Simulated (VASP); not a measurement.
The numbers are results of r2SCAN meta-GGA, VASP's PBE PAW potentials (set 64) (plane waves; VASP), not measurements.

VASP input:

**INCAR**
```
ALGO = Normal
EDIFF = 1E-6
EDIFFG = -0.02
ENCUT = 400
IBRION = 2
ISIF = 3
ISMEAR = 1
LASPH = T
LCHARG = F
LMAXMIX = 6
LMIXTAU = T
LREAL = F
LWAVE = F
METAGGA = R2SCAN
NELM = 100
NSW = 60
PREC = Accurate
SIGMA = 0.1
SYSTEM = ErGe2
```

**POSCAR**
```
ErGe2
1
    0.0000000000     3.3191345127     3.3191345127
    3.3191345127     0.0000000000     3.3191345127
    3.3191345127     3.3191345127     0.0000000000
Er Ge
1 2
Direct
  0.0000000000   0.0000000000   0.0000000000
  0.2500000000   0.2500000000   0.2500000000
  0.7500000000   0.7500000000   0.7500000000
```

**KPOINTS**
```
Automatic mesh
0
Gamma
7 7 7
0 0 0
```

POTCAR, in this order: Er_3 Ge_d (PBE.64 set). Program: vasp_std.

The resulting files:

File OUTCAR:
```
 ion  position               nearest neighbor table
   1  0.000  0.000  0.000-   3 2.87   3 2.87   3 2.87   2 2.87   3 2.87   2 2.87   2 2.87   2 2.87
  LATTYP: Found a face centered cubic cell.
 ALAT       =     6.6382690254
 Subroutine PRICEL returns:
 Original cell was already a primitive cell.
 Subroutine GETGRP returns: Found 48 space group operations
The static configuration has the point symmetry O_h .
The dynamic configuration has the point symmetry O_h .
 Subroutine INISYM returns: Found 48 space group operations
 Subroutine IBZKPT returns following result:
 Found     20 irreducible k-points:

 Following reciprocal coordinates:
            Coordinates               Weight
  0.000000  0.000000  0.000000      1.000000
  0.142857  0.000000  0.000000      8.000000
  0.285714  0.000000  0.000000      8.000000
  0.428571  0.000000  0.000000      8.000000
  0.142857  0.142857  0.000000      6.000000
  0.285714  0.142857  0.000000     24.000000
  0.428571  0.142857  0.000000     24.000000
 -0.428571  0.142857  0.000000     24.000000
 -0.285714  0.142857  0.000000     24.000000
 -0.142857  0.142857  0.000000     12.000000
  0.285714  0.285714  0.000000      6.000000
  0.428571  0.285714  0.000000     24.000000
 -0.428571  0.285714  0.000000     24.000000
 -0.285714  0.285714  0.000000     12.000000
  0.428571  0.428571  0.000000      6.000000
 -0.428571  0.428571  0.000000     12.000000
  0.428571  0.285714  0.142857     24.000000
 -0.428571  0.285714  0.142857     48.000000
 -0.428571  0.428571  0.142857     24.000000
 -0.285714  0.428571  0.142857     24.000000
   k-points           NKPTS =     20   k-points in BZ     NKDIM =     20   number of bands    NBANDS=     22
   number of dos      NEDOS =    301   number of ions     NIONS =      3
   total plane-waves  NPLWV =  32768
   dimension x,y,z NGX =    32 NGY =   32 NGZ =   32
   dimension x,y,z NGXF=    64 NGYF=   64 NGZF=   64
   ions per type =               1   2
   PREC   = accura    normal or accurate (medium, high low for compatibility)
   ISTART =      0    job   : 0-new  1-cont  2-samecut
   ICHARG =      2    charge: 1-file 2-atom 10-const
   ISPIN  =      1    spin polarized calculation?
   LNONCOLLINEAR =      F non collinear calculations
   LSORBIT =      F    spin-orbit coupling
   INIWAV =      1    electr: 0-lowe 1-rand  2-diag
   ENCUT  =  400.0 eV  29.40 Ry    5.42 a.u.   7.65  7.65  7.65*2*pi/ulx,y,z
   NELM   =    100;   NELMIN=  2; NELMDL= -5     # of ELM steps
   EDIFF  = 0.1E-05   stopping-criterion for ELM
   LREAL  =      F    real-space projection
   NLSPLINE    = F    spline interpolate recip. space projectors
   LMAXMIX     =    6 max onsite mixed and CHGCAR
   VOSKOWN=      0    Vosko Wilk Nusair interpolation
   EDIFFG = -.2E-01   stopping-criterion for IOM
   NSW    =     60    number of steps for IOM
   NBLOCK =      1;   KBLOCK =     60    inner block; outer block
   IBRION =      2    ionic relax: 0-MD 1-quasi-New 2-CG
   NFREE  =      1    steps in history (QN), initial steepest desc. (CG)
   ISIF   =      3    stress and relaxation
   ISYM   =      2    0-nonsym 1-usesym 2-fastsym
   TEIN   =    0.0    initial temperature
   TEBEG  =    0.0;   TEEND  =   0.0 temperature during run
   SMASS  =  -3.00    Nose mass-parameter (am)
   PSTRESS=    0.0 pullay stress
   NELECT =      37.0000    total number of electrons
   EFERMI =   0.00;   METHOD = LEGACY
   ISMEAR =     1;   SIGMA  =   0.10  broadening in eV -4-tet -1-fermi 0-gaus
   IALGO  =     38    algorithm
   LDIAG  =      T    sub-space diagonalisation (order eigenvalues)
   IMIX   =      4    mixing-type and parameters
     AMIX     =   0.40;   BMIX     =  1.00
     AMIX_MAG =   1.60;   BMIX_MAG =  1.00
     AMIN     =   0.10
...
```

### OSZICAR
```
       N       E                     dE             d eps       ncg     rms          rms(c)
DAV:   1     0.203897648723E+03    0.20390E+03   -0.17090E+04  1076   0.315E+03
DAV:   2    -0.328616157891E+02   -0.23676E+03   -0.23478E+03  1326   0.717E+02
DAV:   3    -0.635260616510E+02   -0.30664E+02   -0.30139E+02  1338   0.176E+02
DAV:   4    -0.654626024390E+02   -0.19365E+01   -0.19314E+01  1156   0.379E+01
DAV:   5    -0.655299139177E+02   -0.67311E-01   -0.67318E-01  1396   0.797E+00    0.266E+01
DAV:   6    -0.619941092408E+02    0.35358E+01   -0.71194E-01  1236   0.153E+01    0.149E+01
DAV:   7    -0.611610938500E+02    0.83302E+00   -0.86037E-01  1408   0.113E+01    0.933E-01
DAV:   8    -0.621310724079E+02   -0.96998E+00   -0.80407E-01  1066   0.677E+00    0.167E+00
DAV:   9    -0.620178684870E+02    0.11320E+00   -0.56903E-02  1444   0.268E+00    0.616E-01
DAV:  10    -0.620254303052E+02   -0.75618E-02   -0.18091E-02  1368   0.107E+00    0.252E-01
DAV:  11    -0.620293017305E+02   -0.38714E-02   -0.42404E-03  1210   0.495E-01    0.115E-01
DAV:  12    -0.620310105640E+02   -0.17088E-02   -0.37297E-03  1248   0.662E-01    0.591E-02
DAV:  13    -0.620315668540E+02   -0.55629E-03   -0.88499E-04  1154   0.274E-01    0.667E-02
DAV:  14    -0.620319691390E+02   -0.40229E-03   -0.39989E-04  1458   0.273E-01    0.311E-02
DAV:  15    -0.620320819451E+02   -0.11281E-03   -0.63500E-05  1358   0.740E-02    0.496E-03
DAV:  16    -0.620320877644E+02   -0.58193E-05   -0.14143E-05  1062   0.354E-02    0.102E-02
DAV:  17    -0.620320873402E+02    0.42419E-06   -0.67178E-07   728   0.166E-02
   1 F= -.62032087E+02 E0= -.62031550E+02  d E =-.620321E+02
```

OUTCAR:
```
------------------------ aborting loop because EDIFF is reached ----------------------------------------
  FORCE on cell =-STRESS in cart. coord.  units (eV):
  Direction    XX          YY          ZZ          XY          YZ          ZX
  --------------------------------------------------------------------------------------
  Total       -0.0014989     -0.0014989     -0.0014989      0.0000000      0.0000000      0.0000000
  in kB       -0.0328372     -0.0328372     -0.0328372      0.0000000      0.0000000      0.0000000
  external PRESSURE =      -0.0328372 kB  Pullay stress =       0.0000000 kB
  volume of cell :       73.13
      direct lattice vectors                 reciprocal lattice vectors
     0.000000000  3.319134513  3.319134513    -0.150641680  0.150641680  0.150641680
     3.319134513  0.000000000  3.319134513     0.150641680 -0.150641680  0.150641680
     3.319134513  3.319134513  0.000000000     0.150641680  0.150641680 -0.150641680
 POSITION                                       TOTAL-FORCE (eV/Angst)
 -----------------------------------------------------------------------------------
      0.00000      0.00000      0.00000         0.000000      0.000000      0.000000
      1.65957      1.65957      1.65957         0.000000      0.000000     -0.000000
      4.97870      4.97870      4.97870        -0.000000     -0.000000      0.000000
 -----------------------------------------------------------------------------------
    total drift:                               -0.000000     -0.000000      0.000000
  FREE ENERGIE OF THE ION-ELECTRON SYSTEM (eV)
  ---------------------------------------------------
  free  energy   TOTEN  =       -62.0320873402 eV

  energy  without entropy=      -62.0304742754  energy(sigma->0) =      -62.03154965

 reached required accuracy - stopping structural energy minimisation
```
(Selected blocks of OUTCAR.)

The 4f electrons are frozen in the core of the lanthanide potential, so 4f levels, which can set the real gap, and their magnetism are missing.

The structure was generated: ErGe2 was put into the fluorite type (Fm-3m), which need not be its known phase. It was relaxed first, which changed the volume by -11 %. The start is the result of an earlier pass. The electron count is odd and the run is not spin-polarised, which forces a metal.
